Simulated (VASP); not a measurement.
Consider the following.

```xyz
2
Lattice="0.0000 3.2562 3.2562 3.2562 0.0000 3.2562 3.2562 3.2562 0.0000" Properties=species:S:1:pos:R:3 pbc="T T T"
Te     3.2562     3.2562     3.2562
Pb     0.0000     0.0000     0.0000
```

These are PBE GGA with D3 dispersion (zero damping), VASP's PBE PAW potentials (set 64) (plane waves; VASP 6.6.1) values and carry that method's errors. Run with 520 eV cut-off, Gaussian smearing of 0.050 eV, potentials Te Pb_d.

Unless said otherwise, spin-orbit coupling is left out, though it shifts the bands of the heavy elements here.

**Question.** Give the energies of bands 7 to 13 at the high-symmetry points, in eV from the valence-band maximum.

**Answer.** 
```
band      Γ      X      U      L      W
----  -----  -----  -----  -----  -----
7     -5.65  -7.25  -7.88  -8.46  -7.90
8     -1.25  -4.31  -3.94  -0.81  -3.62
9     -1.25  -2.66  -2.17  -0.81  -3.62
10    -1.25  -2.66  -1.98   0.00  -0.32
11     4.05   3.40   3.56   0.78   1.70
12     4.05   5.39   3.76   1.33   5.22
13     4.05   5.39   5.17   1.33   5.22
```

The gap is direct, 0.78 eV, from the valence maximum at L to the conduction minimum at L.

The compound is PbTe in the rock salt structure. It was relaxed first.
